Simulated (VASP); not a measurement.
A convergence study with VASP on ZnF₂ (rutile): one setting is varied, all else stays as given below, so the limit is that of these other settings.

```
ZnF2
1.0
    4.70000     0.00000     0.00000
    0.00000     4.70000     0.00000
    0.00000     0.00000     3.13000
Zn F
2 4
Cartesian
  0.00000   0.00000   0.00000
  2.35000   2.35000   1.56500
  1.42410   1.42410   0.00000
  3.77410   0.92590   1.56500
  0.92590   3.77410   1.56500
  3.27590   3.27590   0.00000
```

Computed with PBE GGA, VASP's PBE PAW potentials (set 64) (plane waves; VASP). The tightest run used: 700 eV cut-off, 10×10×16 Γ-centred mesh, tetrahedra with Blöchl corrections, potentials Zn F.

Gaps are read on the run's mesh, which can miss a band edge.

**Question.** The settings run are 2×2×3 mesh; 2×2×4 mesh; 3×3×5 mesh; 4×4×6 mesh; 4×4×7 mesh; 5×5×8 mesh; 6×6×9 mesh; 6×6×10 mesh; 7×7×11 mesh; 8×8×12 mesh; 8×8×13 mesh; 9×9×14 mesh; 9×9×15 mesh; 10×10×16 mesh. From which on does the energy per atom stay within 0.002 eV/atom of the tightest run?

**Answer.** From 2×2×4 mesh on: it is off by 0.0012 there and by no more than 0.002 in any finer run, while 2×2×3 mesh is off by 0.0032.
```json
[
 {"setting": "2×2×3 mesh", "E (eV/atom)": "-3.8578", "pressure (GPa)": "6.87", "largest force (eV/Å)": "0.026", "gap on the mesh (eV)": "3.500", "irreducible k-points": "6", "difference judged (eV/atom)": "0.0032"},
 {"setting": "2×2×4 mesh", "E (eV/atom)": "-3.8598", "pressure (GPa)": "6.89", "largest force (eV/Å)": "0.021", "gap on the mesh (eV)": "3.501", "irreducible k-points": "9", "difference judged (eV/atom)": "0.0012"},
 {"setting": "3×3×5 mesh", "E (eV/atom)": "-3.8609", "pressure (GPa)": "6.86", "largest force (eV/Å)": "0.028", "gap on the mesh (eV)": "3.501", "irreducible k-points": "9", "difference judged (eV/atom)": "0.0001"},
 {"setting": "4×4×6 mesh", "E (eV/atom)": "-3.8610", "pressure (GPa)": "6.85", "largest force (eV/Å)": "0.028", "gap on the mesh (eV)": "3.501", "irreducible k-points": "24", "difference judged (eV/atom)": "0.0000"},
 {"setting": "4×4×7 mesh", "E (eV/atom)": "-3.8610", "pressure (GPa)": "6.85", "largest force (eV/Å)": "0.028", "gap on the mesh (eV)": "3.501", "irreducible k-points": "24", "difference judged (eV/atom)": "0.0000"},
 {"setting": "5×5×8 mesh", "E (eV/atom)": "-3.8610", "pressure (GPa)": "6.85", "largest force (eV/Å)": "0.028", "gap on the mesh (eV)": "3.501", "irreducible k-points": "30", "difference judged (eV/atom)": "0.0000"},
 {"setting": "6×6×9 mesh", "E (eV/atom)": "-3.8610", "pressure (GPa)": "6.86", "largest force (eV/Å)": "0.028", "gap on the mesh (eV)": "3.501", "irreducible k-points": "50", "difference judged (eV/atom)": "0.0000"},
 {"setting": "6×6×10 mesh", "E (eV/atom)": "-3.8610", "pressure (GPa)": "6.84", "largest force (eV/Å)": "0.028", "gap on the mesh (eV)": "3.501", "irreducible k-points": "60", "difference judged (eV/atom)": "0.0000"},
 {"setting": "7×7×11 mesh", "E (eV/atom)": "-3.8610", "pressure (GPa)": "6.86", "largest force (eV/Å)": "0.028", "gap on the mesh (eV)": "3.501", "irreducible k-points": "60", "difference judged (eV/atom)": "0.0000"},
 {"setting": "8×8×12 mesh", "E (eV/atom)": "-3.8610", "pressure (GPa)": "6.84", "largest force (eV/Å)": "0.028", "gap on the mesh (eV)": "3.501", "irreducible k-points": "105", "difference judged (eV/atom)": "0.0000"},
 {"setting": "8×8×13 mesh", "E (eV/atom)": "-3.8610", "pressure (GPa)": "6.85", "largest force (eV/Å)": "0.028", "gap on the mesh (eV)": "3.501", "irreducible k-points": "105", "difference judged (eV/atom)": "0.0000"},
 {"setting": "9×9×14 mesh", "E (eV/atom)": "-3.8610", "pressure (GPa)": "6.85", "largest force (eV/Å)": "0.028", "gap on the mesh (eV)": "3.501", "irreducible k-points": "120", "difference judged (eV/atom)": "0.0000"},
 {"setting": "9×9×15 mesh", "E (eV/atom)": "-3.8610", "pressure (GPa)": "6.84", "largest force (eV/Å)": "0.028", "gap on the mesh (eV)": "3.501", "irreducible k-points": "120", "difference judged (eV/atom)": "0.0000"},
 {"setting": "10×10×16 mesh", "E (eV/atom)": "-3.8610", "pressure (GPa)": "6.86", "largest force (eV/Å)": "0.028", "gap on the mesh (eV)": "3.501", "irreducible k-points": "189", "difference judged (eV/atom)": "0.0000"}
]
```

Left out are rungs that failed or repeat a setting and relaxations that didn't move; long series are thinned to 24 rows.

The compound is ZnF2 in the rutile structure. The cell was not relaxed at this level.
